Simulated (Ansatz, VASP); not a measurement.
# Zn18Te7S11 in two plane-wave programs, part 2 of 2

Aim: how closely do two programs agree when they are given the same cell, functional and k mesh? The cell is taken from a series of runs on this material, whose earlier steps may have relaxed, scaled, displaced or heated it; both programs get it as it stands.

VASP 6.6.1 and Ansatz 0.2.0.

So far. Step 2 (VASP: single point, LDA): The run ends at a pressure of -2.48 GPa, with forces up to 2.6 eV/Å.

### 3. Ansatz: single point, LDA

Level of this step: Ansatz beside VASP: Kohn-Sham DFT, plane waves, LDA (Ansatz).

Ansatz runs on its default PAW (the set named soft_2) files.

The same cell, functional (in two slightly different forms), mesh and smearing now go to Ansatz, which takes its cutoff from its data sets.

input.yaml reads:

```yaml
crystal:
  lattice:
    - [12.131, 0.0, 0.0]
    - [0.0, 12.131, 0.0]
    - [0.0, 0.0, 12.131]
  atoms:
    - { symbol: Zn, position: [0.50675, 0.68667, 0.7102] }
    - { symbol: Zn, position: [0.53712, 0.7426, 0.27308] }
    - { symbol: Zn, position: [0.28416, 0.18814, 0.33821] }
    - { symbol: Zn, position: [0.38249, 0.83849, 0.53023] }
    - { symbol: Zn, position: [0.33651, 0.75116, 0.88334] }
    - { symbol: Zn, position: [0.76483, 0.43686, 0.7026] }
    - { symbol: Zn, position: [0.56708, 0.95757, 0.62173] }
    - { symbol: Zn, position: [0.77535, 0.73986, 0.07875] }
    - { symbol: Zn, position: [0.58691, 0.25011, 0.95868] }
    - { symbol: Zn, position: [0.03673, 0.91088, 0.39042] }
    - { symbol: Zn, position: [0.07935, 0.35101, 0.72343] }
    - { symbol: Zn, position: [0.17728, 0.01841, 0.55926] }
    - { symbol: Zn, position: [0.22197, 0.1614, 0.82072] }
    - { symbol: Zn, position: [0.91333, 0.30195, 0.44012] }
    - { symbol: Zn, position: [0.80319, 0.80895, 0.71798] }
    - { symbol: Zn, position: [0.43906, 0.45461, 0.43002] }
    - { symbol: Zn, position: [0.88222, 0.08072, 0.74016] }
    - { symbol: Zn, position: [0.58725, 0.28481, 0.5524] }
    - { symbol: Zn, position: [0.14246, 0.5449, 0.0066] }
    - { symbol: Zn, position: [0.54116, 0.22559, 0.23329] }
    - { symbol: Zn, position: [0.45636, 0.56102, 0.09995] }
    - { symbol: Zn, position: [0.83815, 0.18156, 0.20529] }
    - { symbol: Zn, position: [0.65534, 0.99438, 0.95171] }
    - { symbol: Zn, position: [0.18685, 0.95399, 0.14725] }
    - { symbol: Zn, position: [0.24897, 0.63236, 0.36434] }
    - { symbol: Zn, position: [0.71663, 0.48422, 0.05125] }
    - { symbol: Zn, position: [0.91749, 0.3114, 0.9343] }
    - { symbol: Zn, position: [0.98501, 0.46898, 0.2168] }
    - { symbol: Zn, position: [0.02666, 0.01524, 0.99288] }
    - { symbol: Zn, position: [0.71635, 0.03917, 0.44504] }
    - { symbol: Zn, position: [0.32694, 0.35418, 0.70479] }
    - { symbol: Zn, position: [0.69472, 0.5165, 0.34357] }
    - { symbol: Zn, position: [0.89134, 0.57835, 0.90508] }
    - { symbol: Zn, position: [0.48318, 0.0321, 0.17442] }
    - { symbol: Zn, position: [0.11185, 0.7316, 0.73466] }
    - { symbol: Zn, position: [0.97615, 0.69682, 0.51876] }
    - { symbol: S, position: [0.21626, 0.9825, 0.38485] }
    - { symbol: S, position: [0.72973, 0.20314, 0.39388] }
    - { symbol: S, position: [0.86194, 0.49812, 0.37984] }
    - { symbol: S, position: [0.64306, 0.78279, 0.61956] }
    - { symbol: S, position: [0.54931, 0.60299, 0.38511] }
    - { symbol: S, position: [0.94628, 0.75478, 0.33599] }
    - { symbol: S, position: [0.21763, 0.22539, 0.64148] }
    - { symbol: S, position: [0.87912, 0.58733, 0.09984] }
    - { symbol: S, position: [0.32996, 0.57055, 0.94328] }
    - { symbol: S, position: [0.40521, 0.29526, 0.48525] }
    - { symbol: S, position: [0.32338, 0.60769, 0.5363] }
    - { symbol: S, position: [0.3085, 0.56255, 0.6929] }
    - { symbol: S, position: [0.90598, 0.35218, 0.62917] }
    - { symbol: S, position: [0.8726, 0.35049, 0.11745] }
    - { symbol: S, position: [0.03539, 0.44628, 0.88961] }
    - { symbol: S, position: [0.90875, 0.67146, 0.73114] }
    - { symbol: S, position: [0.97861, 0.03804, 0.2464] }
    - { symbol: S, position: [0.57597, 0.42235, 0.16503] }
    - { symbol: S, position: [0.11735, 0.77597, 0.57135] }
    - { symbol: S, position: [0.66262, 0.1165, 0.09221] }
    - { symbol: S, position: [0.75208, 0.34965, 0.88078] }
    - { symbol: S, position: [0.02151, 0.16027, 0.85907] }
    - { symbol: Te, position: [0.27016, 0.11133, 0.06153] }
    - { symbol: Te, position: [0.39764, 0.30385, 0.88897] }
    - { symbol: Te, position: [0.87972, 0.96325, 0.56119] }
    - { symbol: Te, position: [0.5755, 0.47505, 0.66825] }
    - { symbol: Te, position: [0.34685, 0.93317, 0.70737] }
    - { symbol: Te, position: [0.07048, 0.24138, 0.32137] }
    - { symbol: Te, position: [0.53967, 0.94032, 0.38757] }
    - { symbol: Te, position: [0.65409, 0.13325, 0.70988] }
    - { symbol: Te, position: [0.33756, 0.72969, 0.20978] }
    - { symbol: Te, position: [0.84547, 0.90468, 0.91514] }
    - { symbol: Te, position: [0.62213, 0.65651, 0.96051] }
    - { symbol: Te, position: [0.17827, 0.48378, 0.24244] }
    - { symbol: Te, position: [0.14259, 0.77945, 0.93018] }
    - { symbol: Te, position: [0.48062, 0.89573, 0.01455] }
kpoints:
  mp_grid: { grid: [1, 1, 1] }
hamiltonian:
  xc: lda
scf:
  occupations: { method: gaussian, width: 0.05 }
output:
  forces: true
  stress: true
  populations: intrinsic
  dos:
    method: { smearing: { sigma: 0.15 } }
    de: 0.1
    projected: { site_lists: { S: [S], Te: [Te], Zn: [Zn] } }
  eigenvalues: true
  write_density: true
  write_potential: true
  volumetric_format: npy
  elf: true
```

Started as:

```
> ansatz run input.yaml --threads 4 --pin off --max-ram 8192MiB --backend cpu --events-out ev --progress --plain --runs-dir out
```

Numbers of over 12 decimals in the logs are rounded to 6 here.

Output:

```text
Engine: ansatz 0.2.0, aarch64-unknown-linux-gnu
Pseudopotentials: kind: paw
Pseudopotential: Zn, paw, valence charge 12, recommended cutoff 420 eV (normal), Zn.paw.azcp
Pseudopotential: S, paw, valence charge 6, recommended cutoff 420 eV (normal), S.paw.azcp
Pseudopotential: Te, paw, valence charge 16, recommended cutoff 420 eV (normal), Te.paw.azcp
Functional definition: SPW92
  exchange = slater_x
  correlation = pw_c
Crystal: 72 atoms, lattice volume = 1785.212 Å³
Basis set: ecut = 420 eV, 34889 PW (Γ)
Bands: 473, of which v1, the nominal top of the filled ones, is band 394 counted from 1 (393 counted from 0)
Symmetry: 1 space group operations
Space group: P1 (ITA 1), of the structure as read, at distance tolerance 1.2e-4 Å
k-points: 1
Non-local potential: Zn, projectors of the file, l = 0: 2, l = 1: 2, l = 2: 3, l = 3: 1
Non-local potential: S, projectors of the file, l = 0: 2, l = 1: 2, l = 2: 2
Non-local potential: Te, projectors of the file, l = 0: 2, l = 1: 2, l = 2: 2, l = 3: 2
PAW form: soft (Blöchl's): semilocal exchange-correlation on the pseudo side does not see the compensation charge
PAW frozen core: Zn, regenerated for the run's functional, and the local potential with it (the file was generated under x = pbe(κ = 0.804, μ = 0.219515), c = pbe(β = 0.066725))
PAW frozen core: S, regenerated for the run's functional, and the local potential with it (the file was generated under x = pbe(κ = 0.804, μ = 0.219515), c = pbe(β = 0.066725))
PAW frozen core: Te, regenerated for the run's functional, and the local potential with it (the file was generated under x = pbe(κ = 0.804, μ = 0.219515), c = pbe(β = 0.066725))
PAW one-centre angular grid: Zn, 590 points (default); XC on 64 Gauss nodes
PAW one-centre angular grid: S, 110 points (default); XC on 64 Gauss nodes
PAW one-centre angular grid: Te, 590 points (default); XC on 64 Gauss nodes
Initial density: superposition of atomic densities (neutral atoms: chi_scale 0, normalization atom), corrected by the library's trained network
Initial wavefunctions: pseudopotential atomic-orbital guess
Functional: x = slater, c = lda
SCF iter   1: F=—  HF=-231581.513739 eV  |F-HF|=—  |Δ(HF+E_count)|=         —  Δρ=6.82e-3  dr2=1.23e0  ethr=1.77e-3  ⟨swp⟩=6.0  Hψ=1942  notcnv=0  defer=50
preconditioner: auto → Resta (q_TF=auto, 2.381 Å⁻¹)  ε∞=6.5  [insulator: Δε(μ)=0.346 eV  Ē_g=9.552 eV  σ=0.050 eV  W_gap=1.00  n_scr=436 (ndim 8)  ℏωp=22.4 eV  f_vac=0.086  D(μ)=0.00/eV (n_scr^D=0)  ε∞_Penn≈6.5]
SCF iter   2: F=—  HF=-231581.248096 eV  |F-HF|=—  |Δ(HF+E_count)|=   2.66e-1  Δρ=3.00e-3  dr2=2.07e-1  ethr=1.57e-4  ⟨swp⟩=3.0  Hψ=854  notcnv=0  defer=74
SCF iter   3: F=—  HF=-231581.202173 eV  |F-HF|=—  |Δ(HF+E_count)|=   4.59e-2  Δρ=1.74e-3  dr2=5.14e-2  ethr=2.62e-5  ⟨swp⟩=2.0  Hψ=687  notcnv=0  defer=74
SCF iter   4: F=—  HF=-231581.188689 eV  |F-HF|=—  |Δ(HF+E_count)|=   1.35e-2  Δρ=5.01e-4  dr2=5.68e-3  ethr=6.53e-6  ⟨swp⟩=2.0  Hψ=687  notcnv=0  defer=74
SCF iter   5: F=—  HF=-231581.187527 eV  |F-HF|=—  |Δ(HF+E_count)|=   1.16e-3  Δρ=1.89e-4  dr2=1.13e-3  ethr=7.21e-7  ⟨swp⟩=2.0  Hψ=701  notcnv=0  defer=74
SCF iter   6: F=—  HF=-231581.187527 eV  |F-HF|=—  |Δ(HF+E_count)|=   4.20e-7  Δρ=9.56e-5  dr2=2.88e-4  ethr=1.44e-7  ⟨swp⟩=2.0  Hψ=685  notcnv=0  defer=74
SCF iter   7: F=—  HF=-231581.187533 eV  |F-HF|=—  |Δ(HF+E_count)|=   6.43e-6  Δρ=4.49e-5  dr2=7.37e-5  ethr=3.66e-8  ⟨swp⟩=2.0  Hψ=708  notcnv=0  defer=74
SCF iter   8: F=—  HF=-231581.189359 eV  |F-HF|=—  |Δ(HF+E_count)|=   1.83e-3  Δρ=2.01e-5  dr2=1.05e-5  ethr=9.35e-9  ⟨swp⟩=2.0  Hψ=775  notcnv=0  defer=74
SCF iter   9: F=—  HF=-231581.189361 eV  |F-HF|=—  |Δ(HF+E_count)|=   1.67e-6  Δρ=1.46e-5  dr2=4.46e-6  ethr=1.34e-9  ⟨swp⟩=2.0  Hψ=701  notcnv=0  defer=74
SCF iter  10: F=—  HF=-231581.189360 eV  |F-HF|=—  |Δ(HF+E_count)|=   3.17e-7  Δρ=4.86e-6  dr2=1.01e-6  ethr=5.66e-10  ⟨swp⟩=2.0  Hψ=685  notcnv=0  defer=74
SCF iter  11: F=—  HF=-231581.189361 eV  |F-HF|=—  |Δ(HF+E_count)|=   3.62e-7  Δρ=1.83e-6  dr2=1.74e-7  ethr=1.28e-10  ⟨swp⟩=2.0  Hψ=701  notcnv=0  defer=74
SCF iter  12: F=-231581.189361 eV  HF=-231581.189361 eV  |F-HF|=2.18e-8  |Δ(HF+E_count)|=   8.59e-8  Δρ=1.22e-6  dr2=3.89e-8  ethr=1.27e-11  ⟨swp⟩=16.0  Hψ=4202  notcnv=0
SCF 1 converged in 12 iterations: F = -231581.189361 eV  dr2 = 3.89e-8
  greatest PAW one-centre occupation: 0.999 electrons in one spin orbital (limit 2), on the Te atom at site 63 (counted from 0), in its partial waves of l = 2
SCF converged after 12 iterations
Free energy (F): -231581.189361 eV
Harris-Foulkes:  -231581.189361 eV  (|F-HF|=2.18e-8)
Internal energy: -231581.189349 eV  (E = F + TS)
E sigma→0 (E₀):  -231581.189355 eV
Entropy (-TS):   -0.000012 eV (-0.000 meV/atom)
Fermi energy:    6.108886 eV
--- Per-component energies (eV) ---
  E_band       = -4571.411858
  E_kinetic    = 9597.558994
[...]
atom  30  Zn     0.31337499    -1.25607126     0.94199178
  atom  31  Zn     0.70173121     1.33966632    -0.64546036
  atom  32  Zn    -0.07908965    -0.35815309    -0.60169375
  atom  33  Zn     0.18265557     0.10476744    -0.29257554
  atom  34  Zn     0.04114214     0.57276907     0.29978488
  atom  35  Zn    -0.58904679    -0.47167864     1.34934678
  atom  36  Zn    -1.96715523    -0.50085421    -1.64019989
  atom  37  S      0.51431773    -0.02444505    -0.32404387
  atom  38  S      0.30290785     2.24070357    -1.00199539
  atom  39  S      1.51077669    -1.04494514    -0.01151037
  atom  40  S     -0.24362145     0.47240041     0.39305077
  atom  41  S     -0.19103787    -0.44218668     0.80522298
  atom  42  S      0.44876711     0.11959889     0.95049022
  atom  43  S     -1.84017076    -0.39513653     0.51279933
  atom  44  S      0.05970388     1.08881109    -0.97893903
  atom  45  S      0.04530188    -0.44711909     0.49357177
  atom  46  S     -0.08785834    -1.14909504    -0.17991377
  atom  47  S      1.20548505     0.64326478    -2.23225107
  atom  48  S     -0.71713533    -0.54855510     1.82052588
  atom  49  S      1.36342146    -0.64183379    -0.16682389
  atom  50  S     -0.04062526    -1.57254302     0.65939362
  atom  51  S      0.42798878     0.48247171    -0.52001922
  atom  52  S      1.05524022    -1.86877096     0.36127502
  atom  53  S     -0.18892514     0.95354336    -0.38563918
[...]
atom  65  Te    -0.50048957    -0.54033566    -0.70712688
  atom  66  Te     0.06765930    -0.07153425     0.29555525
  atom  67  Te     0.05750590     0.51109888    -0.76196528
  atom  68  Te    -0.47902321     0.25490737     0.43165614
  atom  69  Te    -0.51503619    -0.17782291     0.22510598
  atom  70  Te     0.86286119    -0.65579092    -0.45472949
  atom  71  Te    -1.18838850     0.35206846     1.12646129
  atom  72  Te     0.24688447    -0.24589364    -0.27258467
  max |Σ_I F_I| component: 6.27e-5 eV/Å
--- Stress (GPa, compression-positive) ---
       -2.185324      -0.335718      -0.120262
       -0.335718      -2.097452      -0.410488
       -0.120262      -0.410488      -3.523047
  P = ⅓ Tr σ = -2.6019 GPa (-26.019 kbar)
--- Band table (eV) ---
  k-point 0: bands = [... 390 lower, 5.5200, 5.6285, 5.8599, 5.9634, 6.2543, 6.4184, 6.5153, 6.5877, ... 75 higher]
--- intrinsic populations: 72 sites ---
  site symbol       q [e]
     0     Zn     11.1255
     1     Zn     10.9606
     2     Zn     11.0971
     3     Zn     11.0308
     4     Zn     10.9752
     5     Zn     10.8559
     6     Zn     10.9776
     7     Zn     11.0149
     8     Zn     10.9204
     9     Zn     10.8440
    10     Zn     10.8977
    11     Zn     11.0884
    12     Zn     10.9357
    13     Zn     10.8547
    14     Zn     10.8194
    15     Zn     10.8551
    16     Zn     10.9451
    17     Zn     10.9406
    18     Zn     10.8990
    19     Zn     11.3671
    20     Zn     10.8889
    21     Zn     10.8970
    22     Zn     10.9183
    23     Zn     11.1019
[...]
64     Te     17.0018
    65     Te     17.0607
    66     Te     16.9554
    67     Te     17.0621
    68     Te     16.9946
    69     Te     16.8691
    70     Te     17.0590
    71     Te     16.9755
  spilling = -0.000000 (of n_electrons = 788.000000)
```

The column dr2 measures how far the density is from self-consistency, as an energy; F and HF (Harris–Foulkes) agree once it is small.

### 4. Comparison

Known differences besides the potentials themselves: the data sets hold 788 valence electrons in Ansatz (on its default PAW (the set named soft_2) files) and 648 in VASP; the cutoff is 420 eV in Ansatz and 500 eV in VASP (PREC = Accurate, projectors in real space); VASP's log shows a relativistic correction to its local exchange, Ansatz's none. Total energies have different zeros and are not compared.

Both answers:

| quantity | Ansatz | VASP | difference |
| --- | --- | --- | --- |
| pressure (GPa) | -2.60 | -2.48 | -0.12 |
| gap on the k mesh (eV) | 0.291 | 0.291 | 0.000 |

Forces on 9 of the 72 atoms, those with the largest forces and the largest differences (eV/Å; atoms numbered as in POSCAR):

```
atom          Ansatz x, y, z            VASP x, y, z
Zn16     0.446, 2.026, 0.104     0.442, 2.034, 0.095
Zn28   -2.191, -0.069, 0.441   -2.218, -0.073, 0.447
Zn36  -1.967, -0.501, -1.640  -1.985, -0.515, -1.647
 S38    0.303, 2.241, -1.002    0.304, 2.257, -1.013
 S47    1.205, 0.643, -2.232    1.196, 0.593, -2.045
 S48   -0.717, -0.549, 1.821   -0.708, -0.494, 1.644
 S52    1.055, -1.869, 0.361    1.062, -1.890, 0.358
 S55    1.950, 1.295, -0.844    1.980, 1.313, -0.864
Te71    -1.188, 0.352, 1.126    -1.214, 0.366, 1.170
```

The forces differ by 22 meV/Å r.m.s., which is 3.1 % of the r.m.s. force of 0.717 eV/Å (both taken over all components). A gap on the mesh is an upper bound, since the band edges may lie between its points.

### 5. Outcome

```json
{
  "r.m.s. force difference (single point, LDA)": "3.1 % of the r.m.s. force"
}
```

In words: The r.m.s. force difference is 3.1 % of the r.m.s. force (single point, LDA), at about the 3 % picked in this series as the mark of a large difference. The data sets hold unlike numbers of valence electrons (788 in Ansatz and 648 in VASP), so part of the differences comes from the potentials. What causes the difference of the single point, LDA pair stays open here. How closely two codes agree says nothing of how well the functional describes the real material.

[Lines on the potential files, build, host, timing and source positions are cut from VASP's logs without a mark.]

[Logs are printed without paths, hosts, clocks, repeated set-up lines and the standing remarks that a program may print on its own settings, such as how far it seeks lower states.]

[Hosts, paths, dates, database ids (printed as entryN), source tags and the programs' standing remarks are cut or masked in the printed files.]
